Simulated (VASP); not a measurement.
# KNa with r2SCAN: from relaxation to properties, part 3 of 3

What structure does KNa take at this level, and what are its properties? The cell is invented: it takes the structure of a Materials Project entry for K (space group 225 there), with some of its atoms replaced by other elements, volume scaled by an estimate. It may not be a known or stable phase. Left out of this account: 1 further run (relaxation: a spoilt try).

VASP 6.6.1; r2SCAN; plane waves and PAW (K_sv, Na_pv); invented cell.

Still holding for the runs below: The k-mesh is coarse for a metal.

So far. Step 5 (Band structure (r2SCAN)): There is no gap at this level. Step 5 (Band structure (r2SCAN)): Of the bands kept, 2 cross the Fermi level on this path. The relaxed cell has a = 4.277, c = 20.774 Å (conventional setting).

**6. Total and projected DOS (r2SCAN)**

A density of states needs more k-points than a total energy; ISMEAR = -5 takes tetrahedra, and LORBIT projects the states on the PAW spheres. The mesh is finer than in the run before.

File INCAR:

```
SYSTEM = KNa
PREC = Accurate
ENCUT = 400
EDIFF = 1E-06
NELM = 100
ISMEAR = -5
SIGMA = 0.05
LREAL = .FALSE.
ALGO = Normal
METAGGA = R2SCAN
LASPH = .TRUE.
LORBIT = 11
LWAVE = .FALSE.
LCHARG = .FALSE.
NEDOS = 2001
```

File POSCAR:

```
KNa
1.0
    2.1387490378      1.2348071867      6.9246673495
   -2.1387490378      1.2348071867      6.9246673495
    0.0000000000     -2.4696143736      6.9246673495
K Na
1 1
Direct
    0.5000000000      0.5000000000      0.5000000000
    0.0000000000      0.0000000000      0.0000000000
```

File KPOINTS:

```
Automatic mesh
0
Gamma
8 8 8
0 0 0
```

The projector-augmented-wave data sets are K_sv and Na_pv (PBE family, release 64).

Started as:

```sh
$ mpirun -np 1 vasp_std
```

What it wrote:

```text
[... set-up lines as in an earlier step ...]
 entering main loop
       N       E                     dE             d eps       ncg     rms          rms(c)
DAV:   1     0.849867754976E+02    0.84987E+02   -0.71660E+03  1680   0.946E+02
DAV:   2    -0.534772421189E+01   -0.90334E+02   -0.87552E+02  1608   0.284E+02
DAV:   3    -0.118932696819E+02   -0.65455E+01   -0.64102E+01  2744   0.697E+01
DAV:   4    -0.123248669698E+02   -0.43160E+00   -0.42866E+00  2220   0.104E+01
DAV:   5    -0.123395264813E+02   -0.14660E-01   -0.14783E-01  2536   0.163E+00    0.235E+00
DAV:   6    -0.944855729843E+01    0.28910E+01   -0.16799E+00  1760   0.110E+01    0.962E-01
DAV:   7    -0.945201341344E+01   -0.34561E-02   -0.71585E-02  1908   0.253E+00    0.711E-01
DAV:   8    -0.945498404938E+01   -0.29706E-02   -0.26031E-02  1824   0.184E+00    0.126E-01
DAV:   9    -0.945489366856E+01    0.90381E-04   -0.31566E-03  2168   0.480E-01    0.760E-02
DAV:  10    -0.945472162548E+01    0.17204E-03   -0.49168E-04  1780   0.260E-01    0.277E-02
DAV:  11    -0.945469240081E+01    0.29225E-04   -0.29974E-05  2156   0.397E-02    0.114E-02
DAV:  12    -0.945459769979E+01    0.94701E-04   -0.15138E-05  1748   0.365E-02    0.400E-03
DAV:  13    -0.945461252885E+01   -0.14829E-04   -0.16316E-06  1964   0.724E-03    0.889E-04
DAV:  14    -0.945461125154E+01    0.12773E-05   -0.88523E-08  1004   0.326E-03    0.460E-04
DAV:  15    -0.945461100081E+01    0.25073E-06   -0.18280E-08   932   0.148E-03
   1 F= -.94546110E+01 E0= -.94546110E+01  d E =0.000000E+00
 -----------------------------------------------------------------------------
|                                                                             |
|           W    W    AA    RRRRR   N    N  II  N    N   GGGG   !!!           |
|           W    W   A  A   R    R  NN   N  II  NN   N  G    G  !!!           |
|           W    W  A    A  R    R  N N  N  II  N N  N  G       !!!           |
|           W WW W  AAAAAA  RRRRR   N  N N  II  N  N N  G  GGG   !            |
|           WW  WW  A    A  R   R   N   NN  II  N   NN  G    G                |
|           W    W  A    A  R    R  N    N  II  N    N   GGGG   !!!           |
|                                                                             |
|     Tetrahedron method does not include variations of the Fermi             |
|     occupations, so forces and stress will be inaccurate. We suggest        |
|     using a different smearing scheme ISMEAR = 1 or 2 for metals in         |
|     relaxations.                                                            |
|                                                                             |
 -----------------------------------------------------------------------------
```

Elapsed: 3.9 min, on 1 MPI rank of Intel Xeon 6975P-C (Granite Rapids), shared host; peak memory 0.37 GiB.

Parts of OUTCAR (step 6):

```text
   k-points           NKPTS =     65   k-points in BZ     NKDIM =     65   number of bands    NBANDS=     12

   NELECT =      16.0000    total number of electrons

 E-fermi :   0.0748

 k-point     1 :       0.0000    0.0000    0.0000
  band No.  band energies     occupation
    ...
      4     -26.2049      2.00000
      5     -16.2021      2.00000
      6     -16.1832      2.00000
      7     -16.1832      2.00000
      8      -2.6759      2.00000
      9       0.6309     -0.01693
     10       0.7679      0.00000
     11       5.0879      0.00000
     12       5.0879      0.00000

  Total        0.0809936      0.0809936     -0.1592659      0.0000000      0.0000000      0.0000000
  in kB        1.1826389      1.1826386     -2.3255425      0.0000000      0.0000000      0.0000000
  external PRESSURE =       0.0132450 kB  Pullay stress =       0.0000000 kB

 POSITION                                       TOTAL-FORCE (eV/Angst)
 -----------------------------------------------------------------------------------
      0.00000     -0.00000     10.38700         0.000000      0.000000     -0.000000
      0.00000      0.00000      0.00000        -0.000000     -0.000000      0.000000
 -----------------------------------------------------------------------------------
    total drift:                                0.000000      0.000000     -0.000000

  FREE ENERGIE OF THE ION-ELECTRON SYSTEM (eV)
  ---------------------------------------------------
  free  energy   TOTEN  =        -9.4546110008 eV

  energy  without entropy=       -9.4546110008  energy(sigma->0) =       -9.45461100

[... 6 parts as in an earlier step ...]

[... 10 further parts left out ...]
```

With tetrahedra the forces and stress of a metal are not exact derivatives of the energy.

This step gave:

* irreducible k-points: 65
* free energy (TOTEN): -9.455 eV
* Fermi energy: 0.0748 eV
* pressure: 0.001324 GPa
* DOS at the Fermi level: 1.494 states/eV/cell

The density of states has structure finer than the step of the table below, so its rows give means over 0.25 eV, whole bins alone (the curve runs from -12 to 2.59 eV). Peaks (eV: height): total 0.075: 1.52, 1.035: 2.14, 2.059: 2.23; K d 2.059: 0.146.

States under -12.0 eV and over 2.6 eV are left out. Density of states against energy, zero at the Fermi level; means over each step; values in states/eV/cell:

| energy (eV) | total | K d |
| --- | --- | --- |
| -3.00 | 0 | 0 |
| -2.75 | 0.0277 | 0 |
| -2.50 | 0.258 | 0 |
| -2.25 | 0.407 | 1.6e-5 |
| -2.00 | 0.554 | 3.8e-4 |
| -1.75 | 0.598 | 7.7e-4 |
| -1.50 | 0.680 | 0.00131 |
| -1.25 | 0.771 | 0.00220 |
| -1.00 | 0.854 | 0.00330 |
| -0.75 | 0.927 | 0.00487 |
| -0.50 | 1.02 | 0.00686 |
| -0.25 | 1.19 | 0.0105 |
| 0.00 | 1.47 | 0.0165 |
| 0.25 | 1.28 | 0.0167 |
| 0.50 | 1.22 | 0.0186 |
| 0.75 | 1.43 | 0.0285 |
| 1.00 | 1.86 | 0.0515 |
| 1.25 | 1.66 | 0.0659 |
| 1.50 | 1.59 | 0.0825 |
| 1.75 | 1.85 | 0.115 |
| 2.00 | 2.03 | 0.134 |
| 2.25 | 1.88 | 0.135 |

The finer mesh and the other smearing move the Fermi level by -0.04 eV from the 5×5×5 run, a small shift, which tests the Fermi level alone.

**7. Field gradients at the nuclei (r2SCAN)**

Field gradients probe how far the charge around each nucleus departs from cubic symmetry; LASPH keeps the non-spherical terms inside the spheres.

File INCAR:

```
SYSTEM = KNa
PREC = Accurate
ENCUT = 400
EDIFF = 1E-07
NELM = 100
ISMEAR = -1
SIGMA = 0.05
LREAL = .FALSE.
ALGO = Normal
METAGGA = R2SCAN
LASPH = .TRUE.
LORBIT = 11
LWAVE = .FALSE.
LCHARG = .FALSE.
LEFG = .TRUE.
```

POSCAR is that of step 6.

File KPOINTS:

```
Automatic mesh
0
Gamma
5 5 5
0 0 0
```

Started as:

```sh
$ mpirun -np 1 vasp_std
```

What it wrote:

```text
[... set-up lines as in an earlier step ...]
 entering main loop
       N       E                     dE             d eps       ncg     rms          rms(c)
[... 12 cycles as in an earlier step ...]
DAV:  13    -0.949975149614E+01   -0.12543E-04   -0.56541E-07   656   0.597E-03    0.687E-04
DAV:  14    -0.949974918506E+01    0.23111E-05   -0.54798E-08   388   0.304E-03    0.385E-04
DAV:  15    -0.949974857583E+01    0.60923E-06   -0.70851E-09   276   0.108E-03    0.138E-04
DAV:  16    -0.949974789322E+01    0.68261E-06   -0.25675E-09   276   0.518E-04    0.304E-05
DAV:  17    -0.949974793025E+01   -0.37030E-07   -0.67678E-10   268   0.224E-04
ion   1
     0.0000000    -0.0000000    -0.0000000     0.3616331    -0.0000000     0.0000203
     0.0000394    -0.0000000    -0.0000000     0.3616331    -0.0000000     0.0000203
     0.0000543    -0.0000000    -0.0000000     0.3616331    -0.0000000     0.0000203
     0.0000748    -0.0000000    -0.0000000     0.3616331    -0.0000000     0.0000203
     0.0001030    -0.0000000    -0.0000000     0.3616331    -0.0000000     0.0000203

     0.0000000    -0.0000000    -0.0000000     7.7530548    -0.0000000     0.0003583
     0.0000394    -0.0000000    -0.0000000     7.7530142    -0.0000000     0.0003583
     0.0000543    -0.0000000    -0.0000000     7.7529900    -0.0000000     0.0003583
     0.0000748    -0.0000000    -0.0000000     7.7529500    -0.0000000     0.0003583
     0.0001030    -0.0000000    -0.0000000     7.7528843    -0.0000000     0.0003583

ion   2
     0.0000000     0.0000000    -0.0000000    -0.0300635     0.0000000     0.0000298
     0.0000330     0.0000000    -0.0000000    -0.0300635     0.0000000     0.0000298
     0.0000455     0.0000000    -0.0000000    -0.0300635     0.0000000     0.0000298
     0.0000627     0.0000000    -0.0000000    -0.0300635     0.0000000     0.0000298
     0.0000863     0.0000000    -0.0000000    -0.0300635     0.0000000     0.0000298

     0.0000000     0.0000000    -0.0000000    -1.2932514     0.0000000     0.0004441
     0.0000330     0.0000000    -0.0000000    -1.2932503     0.0000000     0.0004441
     0.0000455     0.0000000    -0.0000000    -1.2932497     0.0000000     0.0004441
     0.0000627     0.0000000    -0.0000000    -1.2932486     0.0000000     0.0004441
     0.0000863     0.0000000    -0.0000000    -1.2932468     0.0000000     0.0004441

   1 F= -.94997479E+01 E0= -.94964079E+01  d E =-.668002E-02
```

Elapsed: 86 s, on 1 MPI rank; peak memory 0.33 GiB.

Parts of OUTCAR (step 7):

```text
   NELECT =      16.0000    total number of electrons

 E-fermi :   0.1142

 k-point     2 :       0.2000   -0.0000   -0.0000
  band No.  band energies     occupation
    ...
      4     -26.2030      2.00000
      5     -16.2304      2.00000
      6     -16.1954      2.00000
      7     -16.1949      2.00000
      8      -2.1485      2.00000
      9       0.6997      0.00002
     10       1.5443      0.00000
     11       3.8408      0.00000
     12       5.1223      0.00000

  Total       -0.0195178     -0.0195178     -0.0195314      0.0000000      0.0000000      0.0000000
  in kB       -0.2849912     -0.2849911     -0.2851899      0.0000000      0.0000000      0.0000000
  external PRESSURE =      -0.2850574 kB  Pullay stress =       0.0000000 kB

 POSITION                                       TOTAL-FORCE (eV/Angst)
 -----------------------------------------------------------------------------------
      0.00000     -0.00000     10.38700         0.000000     -0.000000      0.000000
      0.00000      0.00000      0.00000        -0.000000      0.000000     -0.000000
 -----------------------------------------------------------------------------------
    total drift:                                0.000000      0.000000     -0.000000

  FREE ENERGIE OF THE ION-ELECTRON SYSTEM (eV)
  ---------------------------------------------------
  free  energy   TOTEN  =        -9.4997479303 eV

  energy  without entropy=       -9.4930679108  energy(sigma->0) =       -9.49640792

 Electric field gradients after diagonalization (V/A^2)
 (convention: |V_zz| > |V_xx| > |V_yy|)
----------------------------------------------------------------------
 ion       V_xx      V_yy      V_zz     asymmetry (V_yy - V_xx)/ V_zz
----------------------------------------------------------------------
   1       4.959     4.959    -9.918       0.000
   2      -0.918    -0.917     1.834       0.001
----------------------------------------------------------------------

[... 13 parts as in an earlier step ...]

[... 4 further parts left out ...]
```

This step gave:

```yaml
scf_cycles: 17
irreducible_k_points: 19
free_energy_toten: -9.500 eV
fermi_energy: 0.1142 eV
pressure: -0.02851 GPa
```

Electric field gradients, by row:

| atom | Vxx (V/Å²) | Vyy (V/Å²) | Vzz (V/Å²) | asymmetry |
| --- | --- | --- | --- | --- |
| K1 | 4.959 | 4.959 | -9.918 | 0 |
| Na2 | -0.918 | -0.917 | 1.834 | 0.001 |

The largest gradient, -9.92 V/Å², sits on K1; times the quadrupole moment of a nucleus that has one, it gives the coupling that NMR and NQR see.

**8. Elastic constants (r2SCAN)**

IBRION = 6 with ISIF = 3 strains the cell both ways at fixed fractional positions, and adds the ions' share afterwards from the force constants. Stress converges slowly with the basis, so the cutoff is raised.

Edit INCAR of step 7 so:

```diff
@@ -2,3 +2,3 @@
 PREC = Accurate
-ENCUT = 400
+ENCUT = 500
 EDIFF = 1E-07
@@ -14,2 +14,6 @@
 LCHARG = .FALSE.
-LEFG = .TRUE.
+IBRION = 6
+NFREE = 2
+POTIM = 0.015
+ISIF = 3
+NSW = 1
```

POSCAR is that of step 7.

KPOINTS is that of step 7.

Started as:

```sh
$ mpirun -np 1 vasp_std
```

What it wrote:

```text
[... set-up lines as in an earlier step ...]
 entering main loop
       N       E                     dE             d eps       ncg     rms          rms(c)
DAV:   1     0.103887308310E+03    0.10389E+03   -0.76271E+03   472   0.111E+03
DAV:   2    -0.358119784619E+01   -0.10747E+03   -0.10256E+03   476   0.313E+02
DAV:   3    -0.114501168383E+02   -0.78689E+01   -0.77278E+01   724   0.791E+01
DAV:   4    -0.123547243403E+02   -0.90461E+00   -0.90049E+00   720   0.151E+01
[...]
DAV:  12    -0.949804325032E+01    0.69816E-04   -0.90802E-06   532   0.263E-02    0.403E-03
DAV:  13    -0.949804808553E+01   -0.48352E-05   -0.15232E-06   584   0.778E-03    0.766E-04
DAV:  14    -0.949804815757E+01   -0.72040E-07   -0.79076E-08   444   0.321E-03
   1 F= -.94980482E+01 E0= -.94947103E+01  d E =-.667581E-02
[... from here on, the cycles between the ionic steps are left out ...]
   2 F= -.94974578E+01 E0= -.94941642E+01  d E =-.658720E-02
   3 F= -.94968957E+01 E0= -.94935755E+01  d E =-.664039E-02
   4 F= -.94974781E+01 E0= -.94941886E+01  d E =-.657896E-02
   5 F= -.94969101E+01 E0= -.94935852E+01  d E =-.665000E-02
   6 F= -.94975502E+01 E0= -.94941178E+01  d E =-.686483E-02
[...]
hard stop encountered!  aborting job ...
[...]
|     The electronic self-consistency was not achieved in the given           |
[...]
soft stop encountered!  aborting job ...
   7 F= -.94965096E+01 E0= -.94932248E+01  d E =-.656952E-02
 deleting file STOPCAR
```

It took 20 min on 1 MPI rank; peak memory 0.48 GiB.

The run was stopped at its time limit, by a STOPCAR file.

More ranks or a longer limit would be the way on.

**9. What came out**

| Item | Value |
| --- | --- |
| relaxed volume | 54.86 Å³/atom |
| relaxed conventional cell a, b, c | 4.277, 4.277, 20.774 Å; angles 90.0, 90.0, 120.0° |
| space group after relaxing, within 0.02 Å | R-3m (No. 166) |
| band gap | none, a metal |
| DOS at the Fermi level | 1.49 states/eV/cell |
| largest field gradient Vzz | -9.92 V/Å² on K1 |

What this shows: With r2SCAN, KNa relaxes to 54.86 Å³/atom in space group R-3m (held by the symmetry of the run) and comes out as a metal. Not obtained: elastic constants (r2SCAN), because the run hit its time limit. Band structure (r2SCAN): Of the bands kept, 2 cross the Fermi level on this path. The k-sampling is coarse for a metal, so the Fermi level, pressures and the shape of the cell carry errors. No search among competing phases was made. All values are for a static lattice at zero temperature.

[Lines on the potential files, build, host, timing and source positions are cut from VASP's logs without a mark.]

[Logs are printed without paths, hosts, clocks, repeated set-up lines and the standing remarks that a program may print on its own settings, such as how far it seeks lower states.]

[Hosts, paths, dates, database ids (printed as entryN), source tags and the programs' standing remarks are cut or masked in the printed files.]

[A measured line is paired with the nearest computed mode of its activity, which favours agreement.]
